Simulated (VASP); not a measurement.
Runs of VASP 6.6.1 on MgO (Periclase). The structure is cubic, space group Fm-3m (No. 225). The conventional cell has a = 4.208 Å, b = 4.208 Å, c = 4.208 Å, α = 90.00°, β = 90.00°, γ = 90.00°. Mg (site symmetry m-3m) is surrounded by 6 O at 2.10 Å. Around O (site symmetry m-3m) lie 6 Mg at 2.10 Å. 

```csv
task,level,potentials or basis,cell,k mesh,cutoff (eV),smearing,grid for exact exchange (PRECFOCK),exchange at q = 0,screening parameter,GW scheme,GW iterations,mesh quality,gap on the mesh (eV),pressure (GPa)
band structure,PBE0,"VASP PAW PBE potentials, release 64 (Mg, O)",as given,8 × 8 × 8,520,gaussian 0.03 eV,Fast,truncated,-,-,-,not flagged,7.21,-1.0
relaxation of cell and atoms,PBEsol,"VASP PAW PBE potentials, release 64 (Mg, O)",relaxed,12 × 12 × 12,600,gaussian 0.03 eV,-,-,-,-,-,not flagged,4.66,0.0
band structure,HSE06,"VASP PAW PBE potentials, release 64 (Mg, O)",as given,8 × 8 × 8,520,gaussian 0.03 eV,Fast,-,0.2 1/A,-,-,not flagged,(a),(b)
band structure,PBE-EpsX,"VASP PAW PBE potentials, release 64 (Mg, O)",as given,8 × 8 × 8,520,gaussian 0.03 eV,Fast,truncated,-,-,-,not flagged,7.91,-2.5
```

Alike in all rows: no spin polarisation.

Estimate the missing entries.

(a) 6.49; (b) -1.1.

Caveats: the PAW data sets were made with another functional, which shifts forces and pressure a little; the relaxation stopped at its first step, so nothing moved (some runs).

A k mesh can miss the band edges.
